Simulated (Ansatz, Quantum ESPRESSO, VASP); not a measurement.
**One structure in several programs: CsCaH₃ (Pm-3m, 5 atoms in the cell)**

Self-consistent single point.

```yaml
crystal:
  lattice:
    - [4.62119, 0.00000, 0.00000]
    - [0.00000, 4.62119, 0.00000]
    - [0.00000, 0.00000, 4.62119]
  atoms:
    - { symbol: Cs, position: [0.00000, 0.00000, 0.00000] }
    - { symbol: Ca, position: [0.50000, 0.50000, 0.50000] }
    - { symbol: H, position: [0.50000, 0.00000, 0.50000] }
    - { symbol: H, position: [0.00000, 0.50000, 0.50000] }
    - { symbol: H, position: [0.50000, 0.50000, 0.00000] }
```

Shared settings, as Ansatz (a first-principles code) writes them: kpoints.mp_grid.grid = 6 6 6; magnetization.spin_orbit = true; scf.occupations.method = fermi_dirac; scf.occupations.width = 0.0007 Ry. Potentials and cutoffs stand in the table.

| code | model | pressure (GPa) | gap on the mesh (eV) | cutoff |
|---|---|---|---|---|
| Ansatz | PBEsol with spin-orbit coupling, default PAW files made with PBE | -1.26 | 2.904 | 30.9 Ry |
| VASP | PBEsol, spin-orbit coupling, VASP's PBE PAW potentials (set 64) | -1.85 | 2.881 | 300 eV |
| Quantum ESPRESSO | PBEsol, spin-orbit coupling, PseudoDojo fully relativistic norm-conserving (PBESOL) pseudopotentials | -1.24 | 2.905 | 75 Ry |

Gaps are read on the mesh.

The spread over the programs that give each value: pressure within 0.61 GPa; gap on the mesh within 0.024 eV.

Ansatz's pressure is given at a fixed set of plane waves, as the other plane-wave codes print theirs; with its correction for the finite basis it is -1.22 GPa.

VASP's run is marked for a possible Pulay error in its stress at this cutoff; no cutoff test was made.

The starting cell comes from a database of computed structures (which also holds hypothetical and non-ambient phases and stackings), without a prior relaxation at this level.

Left out of this page: ABINIT (with a known weakness of the program); SIESTA (not drawn, or without a comparable value).

Keys are those of Ansatz 0.2.
